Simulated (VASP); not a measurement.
Data:

```xyz
4
Lattice="1.6635 -2.8812 0.0000 1.6635 2.8812 0.0000 0.0000 0.0000 5.3673" Properties=species:S:1:pos:R:3 pbc="T T T"
Zn     1.6635    -0.9604     2.6893
Zn     1.6635     0.9604     0.0056
O      1.6635    -0.9604     4.7283
O      1.6635     0.9604     2.0447
```

These are RPBE GGA, VASP's PBE PAW potentials (set 64) (plane waves; VASP) values and carry that method's errors. Numerical set-up: 520 eV cut-off, Gaussian smearing of 0.050 eV, potentials Zn O.

Question: Predict the band gap (along the path) with the smallest direct gap where there is one.

Answer: 
```yaml
band gap (along the path): 0.76 eV
smallest direct gap (along the path): 0.76 eV
```

The absolute energy has meaning only against runs of the same code, potentials and settings.

The compound is ZnO in the wurtzite structure. It was relaxed first, which changed the volume by +8 %.
